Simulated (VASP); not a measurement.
An input for Quantum ESPRESSO's pw.x (written as the equivalent of a VASP run, and not itself run):

```
&CONTROL
  calculation = 'scf'
  pseudo_dir = './pseudo'
  outdir = './out'
  tprnfor = .true.
  tstress = .true.
/
&SYSTEM
  ibrav = 0
  nat = 2
  ntyp = 2
  ecutwfc = 74
  occupations = 'smearing'
  smearing = 'gaussian'
  degauss = 0.003675
  input_dft = 'pbe'
/
&ELECTRONS
  conv_thr = 7.3e-08
  electron_maxstep = 100
/
ATOMIC_SPECIES
  Li 6.940 Li.upf
  Br 79.904 Br.upf
CELL_PARAMETERS angstrom
     0.0000000    2.8050000    2.8050000
     2.8050000    0.0000000    2.8050000
     2.8050000    2.8050000    0.0000000
ATOMIC_POSITIONS crystal
  Li   0.0000000  0.0000000  0.0000000
  Br   0.5000000  0.5000000  0.5000000
K_POINTS automatic
  6 6 6 0 0 0
```

Translate this input to VASP (INCAR, KPOINTS, POSCAR, choice of POTCAR).

This is not unique; one that fits is 
### POSCAR
```
LiBr
1
    0.0000000000     2.8050000000     2.8050000000
    2.8050000000     0.0000000000     2.8050000000
    2.8050000000     2.8050000000     0.0000000000
Li Br
1 1
Direct
  0.0000000000   0.0000000000   0.0000000000
  0.5000000000   0.5000000000   0.5000000000
```

### INCAR
```
# general
SYSTEM  = LiBr
PREC    = Accurate
ENCUT   = 520
LREAL   = .FALSE.
LASPH   = .TRUE.

# electronic loop
EDIFF   = 1E-6   # SCF stop (eV)
NELM    = 100
ALGO    = Normal   # blocked Davidson
LMAXMIX = 4

# smearing
ISMEAR  = 0   # Gaussian
SIGMA   = 0.05   # width (eV)

# functional
GGA     = PE   # PBE

# ions
ISIF    = 2

# output
LWAVE   = .FALSE.
LCHARG  = .FALSE.
```

**KPOINTS**
```
Automatic mesh
0
Gamma
6 6 6
0 0 0
```

POTCAR, in this order: Li_sv Br (PBE.64 set). Program: vasp_std.

The two are equivalent in intent, not identical: the potentials are each code's own (VASP's PAW set, PseudoDojo norm-conserving files in pw.x), so ENCUT and ecutwfc are chosen apart and not converted; conv_thr bounds pw.x's estimated SCF error, while EDIFF bounds the energy change between steps.

The compound is LiBr in the rock salt structure. The cell was not relaxed at this level.
